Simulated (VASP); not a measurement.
Pd (fcc) relaxed at rising pressure, in one space group throughout; other phases were not tried. The pressures are those reached. Calculation: LDA (Ceperley-Alder, Perdew-Zunger), VASP's LDA PAW potentials (set 64) (plane waves; VASP 6.6.1).

```
P (GPa)  V (Å³/atom)    k-mesh
-------  -----------  --------
0.01          14.172  16×16×16
4.93          13.884  16×16×16
9.92          13.626  16×16×16
20.01         13.166  17×17×17
29.97         12.800  17×17×17
```

A change of mesh leaves a small step in the series.

Fit an equation of state and predict the volume at 44.83 GPa.

Least squares on the third-order Birch-Murnaghan form, P = (3B0/2)(y⁷ − y⁵)[1 + (3/4)(B′ − 4)(y² − 1)] with y = (V0/V)^(1/3), gives V0 = 14.175 Å³/atom, B0 = 225 GPa and B′ = 5.2, and so 12.338 Å³/atom. The run gave 12.346 Å³/atom, +0.1 % from the fit.

Pressures at which the relaxation failed are left out.

The compound is Pd in the fcc structure.
